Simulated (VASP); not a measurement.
## Co: surface energy and work function by face

Aim: compare the low-index faces of Co at one level of theory.

Main program and level: VASP 6.6.1; PBEsol, spin-polarised from a ferromagnetic start; plane waves and PAW (Co).

Most raw output is cut from this account.

## 1. The starting structure

It takes space group P6_3/mmc (No. 194, hexagonal). Conventional cell: a = 2.510 Å, b = 2.510 Å, c = 4.071 Å, α = 90.00°, β = 90.00°, γ = 120.00°. Co has 12 Co at 2.50 to 2.51 Å nearest.

## 2. The bulk reference, job relaxation, k-mesh 18×18×10

The bulk crystal is relaxed first, so that the slabs are cut at this functional's lattice.

File INCAR:

```
SYSTEM = Co
PREC = Accurate
ENCUT = 420
EDIFF = 1E-06
NELM = 120
ISMEAR = 1
SIGMA = 0.15
LREAL = .FALSE.
ALGO = Normal
GGA = PS
NBANDS = 19
ISPIN = 2
MAGMOM = 2 2
LASPH = .TRUE.
LMAXMIX = 4
LORBIT = 11
LWAVE = .FALSE.
LCHARG = .FALSE.
KPAR = 4
IBRION = 2
NSW = 30
ISIF = 3
EDIFFG = -0.01
POTIM = 0.4
```

File POSCAR:

```
Co
1.0
    2.5100000000      0.0000000000      0.0000000000
   -1.2550000000      2.1737237635      0.0000000000
    0.0000000000      0.0000000000      4.0712200000
Co
2
Direct
    0.0000000000      0.0000000000      0.0000000000
    0.3333333333      0.6666666667      0.5000000000
```

File KPOINTS:

```
Automatic mesh
0
Gamma
18 18 10
0 0 0
```

The projector-augmented-wave data sets are Co (PBE family, release 64).

On the command line:

```
mpirun -np 4 vasp_std
```

Wall time 81 s (4 MPI ranks of Intel Xeon 6975P-C (Granite Rapids), shared host); peak memory 0.79 GiB.

The magnetic state follows from one typed start and may not be the lowest. The PAW data sets were made with PBE, which is usual practice but a small mismatch for other functionals. The run keeps the 24 symmetry operations of its start, so it cannot find a distortion of lower symmetry.

Relaxation path:

```csv
step,energy less that of the first step (eV),largest force (eV/Å),pressure (GPa),volume (Å³)
1,0.0000,0.0000,-15.48,22.21
2,-0.0319,0.0000,15.35,19.57
3,-0.0808,0.0000,-0.08,20.66
4,-0.0808,0.0000,0.23,20.63
5,-0.0810,0.0000,0.26,20.62
6,-0.0810,0.0000,0.27,20.62
7,-0.0810,0.0000,-0.18,20.66
8,-0.0810,0.0000,-0.01,20.64
```

| conventional cell, symmetrised | before | after | change |
| --- | --- | --- | --- |
| a (Å) | 2.510 | 2.453 | -2.3 % |
| b (Å) | 2.510 | 2.453 | -2.3 % |
| c (Å) | 4.071 | 3.961 | -2.7 % |
| volume (Å³/atom) | 11.11 | 10.32 | -7.1 % |

Final coordinates:

```xyz
2
Lattice="2.4532 0.0000 0.0000 -1.2266 2.1245 0.0000 0.0000 0.0000 3.9611" Properties=species:S:1:pos:R:3 pbc="T T T"
Co    0.0000    0.0000    0.0000
Co    0.0000    1.4164    1.9806
```

Numbers from this step:

| Item | Value |
| --- | --- |
| electronic cycles | 61 |
| electrons | 18 |
| free energy (TOTEN) | -15.48 eV |
| energy at zero smearing | -15.48 eV |
| Fermi energy | 10.78 eV |
| moment of the cell, from the last line of the log | 3.132 μB |
| metallic | yes |

Spin moment in the PAW sphere by atom:

```
atom  spin moment in the PAW sphere (μB)
 Co1                                1.57
 Co2                                1.57
```

The run ended after 8 ionic steps, 0.081 eV below its first step, once forces and stress met EDIFFG = -0.01.

Energy at zero smearing: -15.47874 eV.

## 3. The bulk reference, job self-consistent run, k-mesh 22×22×12

File INCAR:

```
SYSTEM = Co
PREC = Normal
ENCUT = 320
EDIFF = 1E-06
NELM = 120
ISMEAR = 1
SIGMA = 0.15
LREAL = .FALSE.
ALGO = Fast
GGA = PS
NBANDS = 19
ISPIN = 2
MAGMOM = 2 2
LASPH = .TRUE.
LMAXMIX = 4
LORBIT = 11
LWAVE = .FALSE.
LCHARG = .FALSE.
KPAR = 4
```

File POSCAR:

```
Co
1.0
    2.4531912211      0.0000000000      0.0000000000
   -1.2265956105      2.1245259178      0.0000000000
    0.0000000000      0.0000000000      3.9611132850
Co
2
Direct
    0.0000000000      0.0000000000      0.0000000000
    0.3333333333      0.6666666667      0.5000000000
```

File KPOINTS:

```
Automatic mesh
0
Gamma
22 22 12
0 0 0
```

On the command line:

```
mpirun -np 4 vasp_std
```

Elapsed: 12 s, on 4 MPI ranks; peak memory 0.74 GiB; 40 s of CPU time.

Numbers from this step:

```
electronic cycles                                 : 15
free energy (TOTEN)                               : -15.50 eV
Fermi energy                                      : 10.79 eV
moment of the cell, from the last line of the log : 3.146 μB
```

Energy at zero smearing: -15.49724 eV.

The run ends at a pressure of 0.12 GPa.

## 4. Surface relaxation, 8 atoms, face Co(0001)

System of this step: Co(0001). The cell holds 8 atoms: 8 Co. Its edges and angles: a = 2.453 Å, b = 2.453 Å, c = 28.864 Å, α = 90.0°, β = 90.0°, γ = 60.0°. It derives from Co. 8 layers of hcp Co, cut at this functional's lattice. Vacuum lies along c.

All atoms relax at the fixed cell.

File INCAR:

```
SYSTEM = Co
PREC = Normal
ENCUT = 320
EDIFF = 1E-05
NELM = 120
ISMEAR = 1
SIGMA = 0.15
LREAL = .FALSE.
ALGO = Fast
GGA = PS
NBANDS = 58
ISPIN = 2
MAGMOM = 2 2 2 2 2 2 2 2
LASPH = .TRUE.
LMAXMIX = 4
LORBIT = 11
LWAVE = .FALSE.
LCHARG = .FALSE.
KPAR = 4
IBRION = 2
NSW = 40
ISIF = 2
EDIFFG = -0.03
POTIM = 0.4
MAXMIX = 40
```

File POSCAR:

```
Co
1.0
    2.4531912211      0.0000000000      0.0000000000
    1.2265956106      2.1245259178      0.0000000000
    0.0000000000      0.0000000000     28.8638964975
Co
8
Direct
    0.6666666700      0.6666666700      0.2598401800
    0.0000000000      0.0000000000      0.3284572700
    0.6666666700      0.6666666700      0.3970743600
    0.0000000000      0.0000000000      0.4656914500
    0.6666666700      0.6666666700      0.5343085500
    0.0000000000      0.0000000000      0.6029256400
    0.6666666700      0.6666666700      0.6715427300
    0.0000000000      0.0000000000      0.7401598200
```

File KPOINTS:

```
Automatic mesh
0
Gamma
15 15 1
0 0 0
```

On the command line:

```
mpirun -np 4 vasp_std
```

Elapsed: 93 s, on 4 MPI ranks; peak memory 1.1 GiB; 5.5 min of CPU time.

The run keeps the 12 symmetry operations of its start, so it cannot find a distortion of lower symmetry.

Step by step:

```
step  energy less that of the first step (eV)  largest force (eV/Å)
   1                                   0.0000                0.4650
   2                                  -0.0206                0.1802
   3                                  -0.0245                0.0567
   4                                  -0.0245                0.0569
   5                                  -0.0249                0.0296
```

The atoms that moved most (Å):

```csv
atom,dx,dy,dz,length
Co7,0.000,0.000,0.029,0.029
Co2,0.000,0.000,-0.029,0.029
Co8,0.000,0.000,-0.024,0.024
Co1,0.000,0.000,0.024,0.024
Co6,0.000,0.000,-0.009,0.009
Co3,0.000,0.000,0.009,0.009
Co4,0.000,0.000,-0.006,0.006
Co5,0.000,0.000,0.006,0.006
```

Final coordinates:

```
Co
1.0
     2.45319    0.00000    0.00000
     1.22660    2.12453    0.00000
     0.00000    0.00000   28.86390
Co
8
Direct
  0.66667 0.66667 0.26067
  0.00000 0.00000 0.32746
  0.66667 0.66667 0.39739
  0.00000 0.00000 0.46550
  0.66667 0.66667 0.53450
  0.00000 0.00000 0.60261
  0.66667 0.66667 0.67254
  0.00000 0.00000 0.73933
```

This step gave:

```
electronic cycles                                 : 65
electrons                                         : 72
free energy (TOTEN)                               : -60.3528 eV
energy at zero smearing                           : -60.3538 eV
Fermi energy                                      : 3.716 eV
moment of the cell, from the last line of the log : 12.94 μB
```

Spin moment in the PAW sphere by atom:

```
atom  spin moment in the PAW sphere (μB)
 Co1                                1.70
 Co2                                1.63
 Co3                                1.58
 Co4                                1.58
 Co5                                1.58
 Co6                                1.58
 Co7                                1.63
 Co8                                1.70
```

The run ended after 5 ionic steps, 0.025 eV below its first step, once the forces on the free atoms met EDIFFG = -0.03.

## 5. Potential and states of the slab, 8 atoms, face Co(0001)

A static run writes the electrostatic potential without exchange and correlation (LVHAR), which is flat in the vacuum and gives the level to count from. The dipole correction cancels the field that unlike faces would set up across the vacuum.

File INCAR:

```
SYSTEM = Co
PREC = Normal
ENCUT = 320
EDIFF = 1E-06
NELM = 120
ISMEAR = 1
SIGMA = 0.15
LREAL = .FALSE.
ALGO = Fast
GGA = PS
NBANDS = 58
ISPIN = 2
MAGMOM = 2 2 2 2 2 2 2 2
LASPH = .TRUE.
LMAXMIX = 4
LORBIT = 11
LWAVE = .FALSE.
LCHARG = .TRUE.
KPAR = 4
IDIPOL = 3
LDIPOL = .TRUE.
DIPOL = 0.5 0.5 0.5
LVHAR = .TRUE.
LVACPOTAV = .TRUE.
NEDOS = 1500
```

File POSCAR:

```
Co
1.0
    2.4531912211      0.0000000000      0.0000000000
    1.2265956106      2.1245259178      0.0000000000
    0.0000000000      0.0000000000     28.8638964975
Co
8
Direct
    0.6666666700      0.6666666700      0.2606676060
    0.0000000000      0.0000000000      0.3274610890
    0.6666666700      0.6666666700      0.3973949122
    0.0000000000      0.0000000000      0.4654973067
    0.6666666700      0.6666666700      0.5345026933
    0.0000000000      0.0000000000      0.6026050878
    0.6666666700      0.6666666700      0.6725389110
    0.0000000000      0.0000000000      0.7393323940
```

KPOINTS is that of step 4.

On the command line:

```
mpirun -np 4 vasp_std
```

Run time: 66 s. Hardware: 4 MPI ranks; peak memory 1.1 GiB; 3.8 min of CPU time.

Numbers from this step:

- electronic cycles: 44
- free energy (TOTEN): -60.3529 eV
- energy at zero smearing: -60.3539 eV
- Fermi energy: 3.715 eV
- dipole moment: 0, 0, 0 e·Å
- vacuum levels: 8.816, 8.816 eV
- work functions of the upper and lower face: 5.101, 5.101 eV

The planar average of the electrostatic potential oscillates, so the rows of the table below give means over windows of 1.95 Å about each position, cut where the curve ends. Its maxima inside the range that stand out by 2 % of the span (Å: eV): 8.5: -1.61, 10.4: -0.815, 12.5: -1.22, 14.4: -0.942, 16.4: -1.22, 18.4: -0.815, 20.4: -1.61. Its minima: 7.6: -22.8, 9.5: -22.7, 11.5: -22.9, 13.4: -22.8, 15.5: -22.8, 17.4: -22.9, 19.4: -22.7, 21.3: -22.8.

Zero at the Fermi level. Planar average of the electrostatic potential against height; means over each step:

height (Å), planar average of the electrostatic potential (eV) and a bar from the least value:
```
     0.97        5.1 ##############################
     2.92        5.1 ##############################
     4.87        5.0 ##############################
     6.82       -7.1 ########
     8.77      -11.3 
    10.72      -10.3 ##
    12.67      -10.8 #
    14.62      -10.5 ##
    16.57      -10.8 #
    18.52      -10.2 ##
    20.47      -11.3 
    22.42       -2.0 #################
    24.38        5.0 ##############################
    26.32        5.1 ##############################
    28.27        5.1 ##############################
```

Density of states in the PAW spheres, an atom over height of the layer and energy from the Fermi level.

Ten even steps from '_' (0.04 states/eV) to '@' (2.88 states/eV), each cell a mean:
```
--::::::::::::--
::::::::::::::::
====++++++++====
@@@@@@@@@@@@@@@@
@@##********##@@
##++++++++++++##
++==++====++==++
%%############%%
##************##
--============--
--============--
--==--====--==--
::------------::
::--::::::::--::
..::........::..
__............__
________________
________________
________________
________________
________________
________________
```
Columns: height of the layer (Å) from 7.5 to 21.3; rows upwards: energy from the Fermi level (eV) from -7.9 to 0.5.

Spin density in the ca plane at fractional y = 0.000, with atoms of Co within 0.2 Å of it.

Ten even steps from '0' (0.0 e/Å³) to '9' (2.4 e/Å³), each cell a mean:
```
00000001673000000027720000000376200000000000
00000000231000000003310000000132000000000000
00000000000000000000000000000000000000000000
00011000000000100000000001000000000000000000
00000000000000000000000001000000000000000000
00000000110000000001100000000011000000000000
00000001462000000015520000000265100000000000
00000002794000000038830000000598200000000000
```
Columns run along c (16.0 Å, from fractional 0.36 to 0.91 of the cell), rows up along a (2.5 Å). Atoms in or near the plane, at fractional coordinates: Co at (0.47, 0.00), Co at (0.60, 0.00), Co at (0.74, 0.00).

Valence density in the ca plane at fractional y = 0.000, with atoms of Co within 0.2 Å of it. It is the smooth field of the valence electrons, not physical close to the nuclei.

Ten steps, logarithmic in the rise over the least value, from '0' (0.0 e/Å³) to '9' (8.2 e/Å³), each cell a mean:
```
53333336998533333479974333335799631000000000
43333335776433433357753334334677521000000000
33454333444334543334433345433444321000000000
33455433333334653333333356533333211000000000
33455433343334553334433345433343321000000000
33344334665333443346653334433566421000000000
43333336897433333468874333334798621000000000
53333347998533333479984333335899731000000000
```
Columns run along c (16.0 Å, from fractional 0.36 to 0.91 of the cell), rows up along a (2.5 Å). Atoms in or near the plane, at fractional coordinates: Co at (0.47, 0.00), Co at (0.60, 0.00), Co at (0.74, 0.00).

The map of layer states is cut here 0.5 eV above the Fermi level, so it leaves out the states above that.

The vacuum level lies 5.10 eV above the Fermi level at the upper face; both faces agree, as the slab has next to no dipole.

The program found no field-free point at its default tolerance, and its printed vacuum level lies off the flat part of the planar average, by -0.02 eV at the upper face; the levels here are read from the flat part.

On this mesh the fine structure of the density of states is sampling noise, and high empty states may be cut by the number of bands.

## 6. Surface relaxation, 12 atoms, face Co(10-10)

System of this step: Co(10-10). The cell holds 12 atoms: 12 Co. Cell: a = 2.453 Å, b = 3.961 Å, c = 26.331 Å, α = 90.0°, β = 90.0°, γ = 90.0°. It derives from Co. 12 layers of hcp Co, cut at this functional's lattice. Vacuum lies along c.

File INCAR:

```
SYSTEM = Co
PREC = Normal
ENCUT = 320
EDIFF = 1E-05
NELM = 120
ISMEAR = 1
SIGMA = 0.15
LREAL = .FALSE.
ALGO = Fast
GGA = PS
NBANDS = 86
ISPIN = 2
MAGMOM = 2 2 2 2 2 2 2 2 2 2 2 2
LASPH = .TRUE.
LMAXMIX = 4
LORBIT = 11
LWAVE = .FALSE.
LCHARG = .FALSE.
KPAR = 4
IBRION = 2
NSW = 40
ISIF = 2
EDIFFG = -0.03
POTIM = 0.4
MAXMIX = 40
```

File POSCAR:

```
Co
1.0
    2.4531912211      0.0000000000      0.0000000000
    0.0000000000      3.9611132850      0.0000000000
    0.0000000000      0.0000000000     26.3308048950
Co
12
Direct
    0.0000000000      0.0000000000      0.2848374800
    0.5000000000      0.0000000000      0.3655234200
    0.5000000000      0.5000000000      0.3117327900
    0.0000000000      0.0000000000      0.4462093700
    0.0000000000      0.5000000000      0.3924187400
    0.5000000000      0.0000000000      0.5268953200
    0.5000000000      0.5000000000      0.4731046800
    0.0000000000      0.0000000000      0.6075812600
    0.0000000000      0.5000000000      0.5537906300
    0.5000000000      0.0000000000      0.6882672100
    0.5000000000      0.5000000000      0.6344765800
    0.0000000000      0.5000000000      0.7151625200
```

File KPOINTS:

```
Automatic mesh
0
Gamma
12 8 1
0 0 0
```

On the command line:

```
mpirun -np 4 vasp_std
```

Wall time 8.3 min (4 MPI ranks); peak memory 2.1 GiB.

The run keeps the 8 symmetry operations of its start, so it cannot find a distortion of lower symmetry.

Relaxation path:

```
step  energy less that of the first step (eV)  largest force (eV/Å)
   1                                   0.0000                0.5352
   2                                  -0.0256                0.3474
   3                                  -0.0388                0.1569
   4                                  -0.0389                0.1844
   5                                  -0.0428                0.1078
   6                                  -0.0444                0.0686
   7                                  -0.0444                0.0623
   8                                  -0.0450                0.0363
   9                                  -0.0454                0.0452
  10                                  -0.0458                0.0206
```

The atoms that moved most (Å):

```csv
atom,dx,dy,dz,length
Co1,0.000,0.000,0.073,0.073
Co12,0.000,0.000,-0.073,0.073
Co10,0.000,0.000,0.021,0.021
Co3,0.000,0.000,-0.021,0.021
Co8,0.000,0.000,0.016,0.016
Co5,0.000,0.000,-0.016,0.016
Co6,0.000,0.000,0.005,0.005
Co7,0.000,0.000,-0.005,0.005
```

The relaxed structure:

```xyz
12
Lattice="2.4532 0.0000 0.0000 0.0000 3.9611 0.0000 0.0000 0.0000 26.3308" Properties=species:S:1:pos:R:3
Co    0.0000    0.0000    7.5732
Co    1.2266    0.0000    9.6217
Co    1.2266    1.9806    8.1877
Co    0.0000    0.0000   11.7531
Co    0.0000    1.9806   10.3171
Co    1.2266    0.0000   13.8787
Co    1.2266    1.9806   12.4521
Co    0.0000    0.0000   16.0137
Co    0.0000    1.9806   14.5777
Co    1.2266    0.0000   18.1431
Co    1.2266    1.9806   16.7091
Co    0.0000    1.9806   18.7576
```

Numbers from this step:

```yaml
electronic_cycles: 104
electrons: 108
free_energy_toten: -89.6998 eV
energy_at_zero_smearing: -89.7010 eV
fermi_energy: 2.806 eV
moment_of_the_cell_from_the_last_line_of_the_log: 19.39 μB
```

Spin moment in the PAW sphere by atom:

```csv
atom,spin moment in the PAW sphere (μB)
Co1,1.75
Co2,1.60
Co3,1.63
Co4,1.56
Co5,1.60
Co6,1.57
Co7,1.57
Co8,1.60
Co9,1.56
Co10,1.63
Co11,1.60
Co12,1.75
```

The run ended after 10 ionic steps, 0.046 eV below its first step, once the forces on the free atoms met EDIFFG = -0.03.

(Part 1 of 2 ends here.)

[Lines on the potential files, build, host, timing and source positions are cut from VASP's logs without a mark.]

[Logs are printed without paths, hosts, clocks, repeated set-up lines and the standing remarks that a program may print on its own settings, such as how far it seeks lower states.]

[Hosts, paths, dates, database ids (printed as entryN), source tags and the programs' standing remarks are cut or masked in the printed files.]

[Runs that stopped without an error message from VASP are left out.]
